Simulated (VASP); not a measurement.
Level of theory: AM05 GGA, VASP's PBE PAW potentials (set 64) (plane waves; VASP).

VASP ran on this input.

**POSCAR**
```
Pd
1
   -0.0000000000     1.9344870544     1.9344870544
    1.9344870544     0.0000000000     1.9344870544
    1.9344870544     1.9344870544    -0.0000000000
Pd
1
Direct
  0.0000000000   0.0000000000   0.0000000000
```

File KPOINTS:
```
Automatic
0
G
  18 18 18
0 0 0
```

INCAR:
```
ALGO = Normal
EDIFF = 1E-7
ENCUT = 520
GGA = AM
ISIF = 2
ISMEAR = -5
LASPH = .True.
LCHARG = .True.
LMAXMIX = 4
LORBIT = 11
LREAL = .False.
LWAVE = .False.
NEDOS = 601
NELM = 100
PREC = Accurate
SYSTEM = Pd
```

POTCAR, in this order: Pd (PBE.64 set). Program: vasp_std.

Estimate the energy per atom (σ→0), band gap (on the k-mesh).

```yaml
energy per atom (σ→0): -5.662 eV/atom
band gap (on the k-mesh): none (metal, semimetal or under 0.01 eV)
```

File OSZICAR:
```
...
DAV:   5    -0.603109211609E+01   -0.18217E-04   -0.18199E-04  4031   0.118E-01    0.867E+00
DAV:   6    -0.568148274711E+01    0.34961E+00   -0.15830E+00  3596   0.119E+01    0.397E+00
DAV:   7    -0.566679069947E+01    0.14692E-01   -0.15648E-02  3992   0.111E+00    0.205E+00
DAV:   8    -0.566188508384E+01    0.49056E-02   -0.13853E-03  3858   0.341E-01    0.897E-02
DAV:   9    -0.566187973904E+01    0.53448E-05   -0.12648E-05  4695   0.417E-02    0.178E-02
DAV:  10    -0.566188180010E+01   -0.20611E-05   -0.17596E-06  4034   0.131E-02    0.378E-03
DAV:  11    -0.566188189842E+01   -0.98323E-07   -0.22994E-08  2860   0.140E-03
   1 F= -.56618819E+01 E0= -.56618819E+01  d E =0.000000E+00
```

The compound is Pd in the fcc structure. It was relaxed first.
